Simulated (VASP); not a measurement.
An input for Ansatz (written as the equivalent of a VASP run, and not itself run):

Ansatz 0.2 input:
```yaml
crystal:
  lattice:
    - [0.0000000, 2.8661570, 2.7448350]
    - [2.7466390, 0.0000000, 2.7448350]
    - [2.7466390, 2.8661570, 0.0000000]
  atoms:
    - { symbol: Ge, position: [0.0000000, 0.0000000, 0.0000000] }
    - { symbol: Ge, position: [0.2434590, 0.2565410, 0.2565410] }
kpoints:
  mp_grid: { grid: [7, 7, 7] }
hamiltonian:
  xc: pbe
  pseudopotentials: { kind: paw }
scf:
  occupations: { method: gaussian, width: 0.05 }
  max_iter: 100
output: { forces: true, stress: true, eigenvalues: true }
```

### Question
Write the VASP files for the same calculation (PBE).

### Answer
One answer among several that fit: 
**INCAR**
```
SYSTEM = Ge
PREC = Accurate; ENCUT = 400; LREAL = .False.
LASPH = .True.
EDIFF = 1E-3; NELM = 100; ALGO = Normal
LMAXMIX = 4
ISMEAR = 0; SIGMA = 0.05
GGA = PE
ISIF = 2
LWAVE = .False.; LCHARG = .False.
```

### POSCAR
```
Ge
1
    0.0000000000     2.8661570000     2.7448350000
    2.7466390000     0.0000000000     2.7448350000
    2.7466390000     2.8661570000     0.0000000000
Ge
2
Direct
  0.0000000000   0.0000000000   0.0000000000
  0.2434590000   0.2565410000   0.2565410000
```

KPOINTS:
```
Automatic mesh
0
Gamma
7 7 7
0 0 0
```

POTCAR, in this order: Ge_d (PBE.64 set). Program: vasp_std.

Limits of the translation: each code has its own PAW files, so the cut-off isn't converted (ENCUT is set for VASP's; basis.ecutwfc is left out, and Ansatz then takes the one that its files recommend); Ansatz stops its SCF on the density residual and VASP on the energy change (EDIFF).

The compound is Ge in the diamond structure. The cell was not relaxed at this level, atoms are displaced from their ideal sites. The run is one of a series of settings (EDIFF = 1E-3 against the base run), some of them coarse on purpose.
